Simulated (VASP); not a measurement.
Rb$_{2}$Te (space group Fm-3m): the band gap from VASP (plane waves, PAW) at several levels of theory. Gaps are without spin-orbit coupling. Each level names its cell: its own relaxed one, PBE's, or the starting one. A gap is the smallest over the k-mesh and a band path; hybrids may have named points in place of the path, and GW has the mesh alone.

```csv
level,band gap (eV)
LDA (own cell),1.81
HSE06 (PBE cell),2.63
```

The cell of the LDA (own cell) run:

Rb$_{2}$Te has the cubic space group Fm-3m (No. 225), the anti-fluorite structure, Pearson symbol cF12. Conventional cell: a = b = c = 8.2827 Å, α = β = γ = 90.00°. Rb on 8c is coordinated by 4 Te at 3.587 Å (tetrahedral). Te on 4a is coordinated by 8 Rb at 3.587 Å (cubic). (Neighbours: up to the widest gap in distance over summed covalent radii, below 1.35, at either atom; cation-cation and far metal-metal contacts left out.)
(The calculation used a cell of 3 atoms; values per cell refer to that cell.)

Only levels that ran to the end are used. Left out are those held back, those with too coarse a band path, GW runs whose mesh misses a band edge, hybrids' fits of cells that aren't cubic and levels without matching references; a question may draw on a part of the rest.

The structure comes from a computed database's Rb2Te entry (Fm-3m); how it stands against other phases isn't given here.
